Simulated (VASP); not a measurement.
**GeW (relaxed from the rocksalt structure, space group Fm-3m): computed properties**

The numbers are results of r2SCAN meta-GGA, VASP's PBE PAW potentials (set 64) (plane waves; VASP), not measurements.

For GeW, the space group is Fm-3m (225) and the cell comes out as a = b = c = 5.121 Å, α = β = γ = 90.00°. The volume per atom is 16.79 Å³/atom, the band gap (over mesh and band path) comes out as none (metal, semimetal or under 0.01 eV) and the density is 12.68 g/cm³.

WGe is taken in the cubic space group Fm-3m (No. 225), the rock salt structure, Pearson symbol cF8. Cell: a = b = c = 5.121 Å, α = β = γ = 90.00°. Ge on 4a has 6 W at 2.561 Å (octahedral). W on 4b is coordinated by 6 Ge at 2.561 Å (octahedral). (Neighbours: up to the widest gap in distance over summed covalent radii, below 1.35, at either atom; cation-cation and far metal-metal contacts left out.)
(The calculation used a cell of 2 atoms; values per cell refer to that cell.)

Unless said otherwise, spin-orbit coupling is left out, though it shifts the bands of the heavy elements here.

The structure was generated: GeW was put into the rocksalt type (Fm-3m), which need not be its known phase. It was relaxed first, which changed the volume by -25 %. Symmetry was kept, so distortions that lower it aren't found.
